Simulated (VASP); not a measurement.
Runs of VASP 6.6.1 on MgO (Periclase). It takes space group Fm-3m (No. 225, cubic). Conventional cell: a = 4.160 Å, b = 4.160 Å, c = 4.160 Å, α = 90.00°, β = 90.00°, γ = 90.00°. Mg (site symmetry m-3m) is surrounded by 6 O at 2.08 Å. Around O (site symmetry m-3m) lie 6 Mg at 2.08 Å. 

| level | potentials or basis | cell | target pressure | gap on the mesh (eV) | pressure (GPa) |
| --- | --- | --- | --- | --- | --- |
| r2SCAN | VASP PAW PBE potentials, release 64 (Mg, O) | relaxed to 4.3 GPa | 4.3 GPa | 6.00 | 4.3 |
| PBEsol | VASP PAW PBE potentials, release 64 (Mg, O) | relaxed to 4.3 GPa | 4.3 GPa | 4.92 | 4.3 |
| LDA | VASP PAW LDA potentials, release 64 (Mg, O) | relaxed to 22.6 GPa | 22.6 GPa | 6.29 | 22.8 |
| LDA | VASP PAW LDA potentials, release 64 (Mg, O) | relaxed to 13.3 GPa | 13.3 GPa | (a) | 13.2 |
| LDA | VASP PAW LDA potentials, release 64 (Mg, O) | relaxed to 4.3 GPa | 4.3 GPa | (b) | 4.4 |

Alike in all rows: task relaxation of cell and atoms; no spin polarisation; k mesh 12 × 12 × 12; cutoff (eV) 600; smearing gaussian 0.03 eV.

Estimate the missing entries.

(a) 5.85; (b) 5.39.

Caveats: the cell is relaxed towards a set pressure, so the enthalpy falls and the energy may rise; the relaxation stopped at its first step, so nothing moved (some runs); the PAW data sets were made with another functional, which shifts forces and pressure a little (some runs).

A k mesh can miss the band edges.

Runs at the PBE level aren't shown here.
